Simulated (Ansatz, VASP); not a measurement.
# GaN: VASP beside Ansatz, part 2 of 2

Wanted: the spread between two codes on one cell, functional and k mesh. The cell is taken from a series of runs on this material, whose earlier steps may have relaxed, scaled, displaced or heated it; both programs get it as it stands.

VASP 6.6.1 and Ansatz 0.2.0.

So far: Starting point; VASP: relaxation of cell and atoms, LDA.

## 3. Ansatz: relaxation of cell and atoms, LDA

Level of this step: Ansatz beside VASP: Kohn-Sham DFT, plane waves, LDA (Ansatz).

Ansatz runs on its PAW soft_1 files.

The same cell, functional (in two slightly different forms) and mesh now go to Ansatz, which takes its cutoff from its data sets.

Input file input.yaml:

```yaml
crystal:
  lattice:
    - [3.15164975, 0.0, 0.0]
    - [-1.575824875, 2.7294087473, 0.0]
    - [0.0, 0.0, 5.1383029334]
  atoms:
    - { symbol: Ga, position: [0.3333333333, 0.6666666667, -0.0006990692] }
    - { symbol: Ga, position: [0.6666666667, 0.3333333333, 0.4993009308] }
    - { symbol: "N", position: [0.3333333333, 0.6666666667, 0.3756990692] }
    - { symbol: "N", position: [0.6666666667, 0.3333333333, 0.8756990692] }
kpoints:
  mp_grid: { grid: [12, 12, 6] }
hamiltonian:
  xc: lda
  pseudopotentials: { kind: paw, azcp: { folder: soft_1 }, xc_functional: pbe }
scf:
  occupations: { method: fixed }
  lower_state_search: "off"
output:
  forces: true
  stress: true
  eigenvalues: true
relax:
  adjacent_minimum: "off"
  f_tol: 0.001
  max_steps: 60
  cell: { stress_tol: 0.01 }
```

Command:

```
$ ansatz run input.yaml --threads 18 --pin off --max-ram 92160MiB --backend cuda --events-out ev --progress --plain --runs-dir out --max-vram 78GiB
```

Numbers of over 12 decimals in the logs are rounded to 6 here.

The log of the run:

```text
Engine: ansatz 0.2.0, aarch64-unknown-linux-gnu
Pseudopotentials: kind: paw
Pseudopotential: Ga, paw, valence charge 13, recommended cutoff 420 eV (normal), soft_1/Ga.paw.azcp
Pseudopotential: N, paw, valence charge 5, recommended cutoff 420 eV (normal), soft_1/N.paw.azcp
Functional definition: SPW92
  exchange = slater_x
  correlation = pw_c
device memory: the entry about to start is reckoned to put 2.2 GiB on a device that reports 167.1 GiB free (of which the cap on the GPU budget leaves the run 78.0 GiB)
GPU FFT provider: cuFFT
GPU libraries: cuBLAS 13.8.1, cuFFT 12.4.0, cuSOLVER 12.3.2
GPU matrix products: emulated (plane waves: as basis.precision tells), large ones in fixed point in workspaces of 1.00 GiB
Crystal: 4 atoms, lattice volume = 44.200 Å³
Basis set: ecut = 420 eV, 845 PW (Γ)
Bands: 22, of which v1, the nominal top of the filled ones, is band 18 counted from 1 (17 counted from 0)
Symmetry: 12 space group operations
Space group: P63mc (ITA 186), of the structure as read, at distance tolerance 3.5e-5 Å
k-points: 76 of 864 (time reversal used)
Non-local potential: Ga, projectors of the file, l = 0: 2, l = 1: 2, l = 2: 3, l = 3: 1
Non-local potential: N, projectors of the file, l = 0: 2, l = 1: 2, l = 2: 1
PAW form: soft (Blöchl's): semilocal exchange-correlation on the pseudo side does not see the compensation charge
PAW frozen core: Ga, regenerated for the run's functional, and the local potential with it (the file was generated under x = pbe(κ = 0.804, μ = 0.219515), c = pbe(β = 0.066725))
PAW frozen core: N, regenerated for the run's functional, and the local potential with it (the file was generated under x = pbe(κ = 0.804, μ = 0.219515), c = pbe(β = 0.066725))
PAW one-centre angular grid: Ga, 590 points (default); XC on 64 Gauss nodes
PAW one-centre angular grid: N, 110 points (default); XC on 64 Gauss nodes
Initial density: superposition of atomic densities (chi_scale 0.1, normalization cell, long waves kept (reshape's long-wave potential 0.00 eV rms))
Initial wavefunctions: pseudopotential atomic-orbital guess
GPU buffer pool allocated for 20736 grid points (all kernels)
GPU transforms: local potential and band sums: pruned to the plane-wave sphere, on 24×24×36
Functional: x = slater, c = lda
SCF iter   1: F=—  HF=-8165.505192 eV  |F-HF|=—  |Δ(HF+E_count)|=         —  Δρ=1.07e-1  dr2=4.48e0  ethr=3.10e-3  ⟨swp⟩=4.0  Hψ=6032  notcnv=0  defer=15
preconditioner: auto → Resta (q_TF=auto, 2.637 Å⁻¹)  ε∞=4.9  [insulator: Δε(μ)=3.003 eV  Ē_g=17.069 eV  n_scr=22 (ndim 8)  ℏωp=33.5 eV  f_vac=0.000  ε∞_Penn≈4.9]
SCF iter   2: F=—  HF=-8164.357555 eV  |F-HF|=—  |Δ(HF+E_count)|=    1.15e0  Δρ=4.52e-2  dr2=5.00e-1  ethr=3.10e-3  ⟨swp⟩=2.0  Hψ=3620  notcnv=0  defer=54
SCF iter   3: F=—  HF=-8164.232436 eV  |F-HF|=—  |Δ(HF+E_count)|=   1.25e-1  Δρ=1.72e-2  dr2=9.84e-2  ethr=1.39e-3  ⟨swp⟩=2.0  Hψ=2036  notcnv=0  defer=148
SCF iter   4: F=—  HF=-8164.199672 eV  |F-HF|=—  |Δ(HF+E_count)|=   3.28e-2  Δρ=2.82e-3  dr2=4.27e-3  ethr=2.73e-4  ⟨swp⟩=3.0  Hψ=3175  notcnv=0  defer=149
SCF iter   5: F=—  HF=-8164.197707 eV  |F-HF|=—  |Δ(HF+E_count)|=   1.96e-3  Δρ=2.47e-3  dr2=1.46e-3  ethr=1.19e-5  ⟨swp⟩=2.1  Hψ=3196  notcnv=0  defer=149
SCF iter   6: F=—  HF=-8164.197973 eV  |F-HF|=—  |Δ(HF+E_count)|=   2.65e-4  Δρ=5.70e-4  dr2=1.10e-4  ethr=4.04e-6  ⟨swp⟩=2.0  Hψ=2832  notcnv=0  defer=149
SCF iter   7: F=—  HF=-8164.197896 eV  |F-HF|=—  |Δ(HF+E_count)|=   7.71e-5  Δρ=8.52e-5  dr2=3.84e-6  ethr=3.05e-7  ⟨swp⟩=2.1  Hψ=2533  notcnv=0
SCF iter   8: F=—  HF=-8164.198047 eV  |F-HF|=—  |Δ(HF+E_count)|=   1.51e-4  Δρ=1.17e-5  dr2=4.84e-8  ethr=2.78e-10  ⟨swp⟩=4.2  Hψ=9241  notcnv=0
SCF iter   9: F=-8164.198047 eV  HF=-8164.198047 eV  |F-HF|=1.82e-11  |Δ(HF+E_count)|=   2.27e-8  Δρ=1.29e-6  dr2=7.40e-10  ethr=1.35e-10  ⟨swp⟩=2.0  Hψ=5617  notcnv=0
SCF 1 converged in 9 iterations: F = -8164.198047 eV  dr2 = 7.40e-10
  greatest PAW one-centre occupation: 0.996 electrons in one spin orbital (limit 2), on the Ga atom at site 1 (counted from 0), in its partial waves of l = 2
relax step   1: F+E_penalty+E_count = -8164.19804674 eV  Δ(F+E_penalty+E_count) = +0.000e0 eV  max|allowed force component| = 2.199e-5 eV/Å  Δτ_max = 0.0000 Å  P = -0.002 GPa  Ω = 44.200 Å³  (9 SCF iters, dr2 threshold 1.00e-7 eV, accepted)
device memory: the entry about to start is reckoned to put 2.2 GiB on a device that reports 167.1 GiB free (of which the cap on the GPU budget leaves the run 78.0 GiB)
GPU FFT provider: cuFFT
GPU libraries: cuBLAS 13.8.1, cuFFT 12.4.0, cuSOLVER 12.3.2
GPU matrix products: emulated (plane waves: as basis.precision tells), large ones in fixed point in workspaces of 1.00 GiB
Initial density: handed on by an earlier stage of this run
Initial wavefunctions: pseudopotential atomic-orbital guess (no wavefunctions were taken with the density)
GPU buffer pool allocated for 20736 grid points (all kernels)
GPU transforms: local potential and band sums: pruned to the plane-wave sphere, on 24×24×36
iter 1 solved again at ethr=1.67e-8 eV; its pass at ethr=3.10e-3 eV (dr2=6.00e-6 eV) is discarded
SCF iter   1: F=—  HF=-8164.198047 eV  |F-HF|=—  |Δ(HF+E_count)|=         —  Δρ=1.32e-6  dr2=7.56e-10  ethr=1.67e-8  ⟨swp⟩=3.0  Hψ=11103  notcnv=0  defer=132
preconditioner: auto → Resta (q_TF=auto, 2.637 Å⁻¹)  ε∞=5.0  [insulator: Δε(μ)=2.134 eV  Ē_g=16.735 eV  n_scr=22 (ndim 8)  ℏωp=33.5 eV  f_vac=0.006  ε∞_Penn≈5.0]
SCF iter   2: F=—  HF=-8164.198047 eV  |F-HF|=—  |Δ(HF+E_count)|=  2.94e-10  Δρ=8.29e-7  dr2=3.35e-10  ethr=2.10e-12  ⟨swp⟩=2.2  Hψ=3074  notcnv=0  defer=132
SCF iter   3: F=—  HF=-8164.198047 eV  |F-HF|=—  |Δ(HF+E_count)|=  2.91e-11  Δρ=3.03e-7  dr2=3.74e-11  ethr=1.00e-12  ⟨swp⟩=2.5  Hψ=2924  notcnv=0  defer=132
SCF iter   4: F=—  HF=-8164.198047 eV  |F-HF|=—  |Δ(HF+E_count)|=  2.09e-11  Δρ=6.42e-8  dr2=1.69e-12  ethr=1.00e-12  ⟨swp⟩=1.0  Hψ=1672  notcnv=0  defer=132
SCF iter   5: F=-8164.198047 eV  HF=-8164.198047 eV  |F-HF|=2.73e-12  |Δ(HF+E_count)|=  8.19e-12  Δρ=4.40e-8  dr2=4.80e-13  ethr=1.00e-12  ⟨swp⟩=6.6  Hψ=8091  notcnv=0
SCF 2 converged in 5 iterations: F = -8164.198047 eV  dr2 = 4.80e-13
relax step   2: F+E_penalty+E_count = -8164.19804674 eV  Δ(F+E_penalty+E_count) = -5.912e-11 eV  max|allowed force component| = 1.963e-5 eV/Å  Δτ_max = 0.0000 Å  P = -0.002 GPa  Ω = 44.200 Å³  stress off target by 2.62e-3 GPa  SCF on the basis re-selected at this cell (its energy is not comparable with the rows above)  (5 SCF iters)
basis re-selected at this cell: Δ(F+E_penalty+E_count) = -5.912e-11 eV, ΔP = +0.000 GPa vs the last step (what re-selecting the basis moved, of the pressure what is left beyond the Pulay correction that the steps carried, after the strain that the cell walked since its last selection, with what the two solves' SCF thresholds leave and, on support functions, any second-order correction that the steps lacked; it is no  [...]
SCF converged after 5 iterations
Free energy (F): -8164.198047 eV
Harris-Foulkes:  -8164.198047 eV  (|F-HF|=2.73e-12)
Internal energy: -8164.198047 eV  (E = F + TS)
E sigma→0 (E₀):  -8164.198047 eV
Fermi energy:    9.827782 eV
--- Per-component energies (eV) ---
  E_band       = -9.233446
  E_kinetic    = 483.747223
  E_local      = -2787.192139  (includes V_loc(G=0)·N_el)
  E_nonlocal   = -103.463408
  E_hartree    = 1770.399798
  E_xc         = -243.693827
  E_vxc        = -262.890756  (∫ρ·V_xc dr)
  E_paw        = -4078.923727  (= ΣΔE_a)
  E_vpaw       = -880.235212  (= ΣTr[D̂ρ^β])
  E_aug_tail   = 0.001302  (compensation charges beyond the density's cutoff)
  E_ewald      = -3208.690318
  E_core_change = 3.617051  (= ΣΔE_core)
  E_smearing   = -0.000000  (= −TS)
  E_closure    = 0.000000  (closes the sum)
  Σ components = -8164.198047   (vs F -8164.198047, Δ=0.00e0)
--- Forces (eV/Å), atoms counted from 1 ---
  atom   1  Ga     0.00000000     0.00000000    -0.00002033
  atom   2  Ga     0.00000000    -0.00000000    -0.00002033
  atom   3  N     -0.00000000     0.00000000     0.00001893
  atom   4  N     -0.00000000     0.00000000     0.00001893
  max |Σ_I F_I| component: 2.81e-6 eV/Å
--- Stress (GPa, compression-positive) ---
       -0.002624       0.000000       0.000000
        0.000000      -0.002624       0.000000
        0.000000       0.000000       0.000554
  P = ⅓ Tr σ = -0.0016 GPa (-0.016 kbar)
--- Band table (eV; the first three rows and the last of 76) ---
  k-point 0: bands = [... 14 lower, 8.7434, 9.7748, 9.8278, 9.8278, 11.9621, 14.2038, 19.0454, 19.7429]
  k-point 1: bands = [... 14 lower, 8.8127, 8.9829, 9.7516, 9.7516, 12.6105, 14.2604, 18.8514, 19.7757]
  k-point 2: bands = [... 14 lower, 9.0042, 9.0042, 9.5466, 9.5466, 13.5878, 14.3578, 18.4439, 18.8542]
  k-point 75: bands = [... 14 lower, 5.4096, 5.4096, 8.2630, 8.2630, 16.3163, 16.3163, 17.0845, 17.0845]
--- Relaxed structure (1 steps of the walk, 1 accepted, 1 SCFs on fresh bases) ---
  F+E_penalty+E_count = -8164.19804674 eV   max|allowed force component| = 1.963e-5 eV/Å   (the final SCF, on the basis selected at the relaxed cell)
  cell:  # Å, volume = 44.2004 Å³
    - [3.151650, 0.0, 0.0]
    - [-1.575825, 2.729409, 0.0]
    - [0.0, 0.0, 5.1383029334]
  atoms:
    - { symbol: Ga, position: [0.333333, 0.666667, -0.000699069] }
    - { symbol: Ga, position: [0.666667, 0.333333, 0.499301] }
    - { symbol: N, position: [0.333333, 0.666667, 0.375699] }
    - { symbol: N, position: [0.666667, 0.333333, 0.8756990692] }
```

In the SCF lines HF is the Harris–Foulkes energy and dr2 the Hartree energy of the density residual, in eV; the loop may stop once dr2 is under the threshold and the program's other checks hold. Hψ counts applications of the Hamiltonian.

## 4. Comparison

Known differences besides the potentials themselves: the two LDA forms differ slightly; fixed occupations in Ansatz, narrow Gaussian smearing in VASP; the cutoff is 420 eV in Ansatz and 600 eV in VASP; VASP's log shows a relativistic correction to its local exchange, Ansatz's none; Ansatz adds a Pulay correction to the stress that steers its cell, VASP none. Total energies have different zeros and are not compared.

Both answers:

```
                                         quantity  Ansatz   VASP  difference
                                      volume (Å³)   44.20  44.43     -0.51 %
edge a after relaxation, in the typed setting (Å)   3.152  3.157     -0.17 %
edge c after relaxation, in the typed setting (Å)   5.138  5.147     -0.17 %
```

## 5. Results

```yaml
difference_in_volume_relaxation_of_cell_and_atoms_lda: -0.51 %
```

What this shows: The difference in volume is -0.51 % (relaxation of cell and atoms, LDA), within the 1.2 % picked in this series as the mark of a large difference, as far as the stopping tolerances let one tell. Such differences can come from data sets, numerical settings and the points named under the comparisons, not from the functional's error against experiment.

[Lines on the potential files, build, host, timing and source positions are cut from VASP's logs without a mark.]

[Logs are printed without paths, hosts, clocks, repeated set-up lines and the standing remarks that a program may print on its own settings, such as how far it seeks lower states.]

[Hosts, paths, dates, database ids (printed as entryN), source tags and the programs' standing remarks are cut or masked in the printed files.]
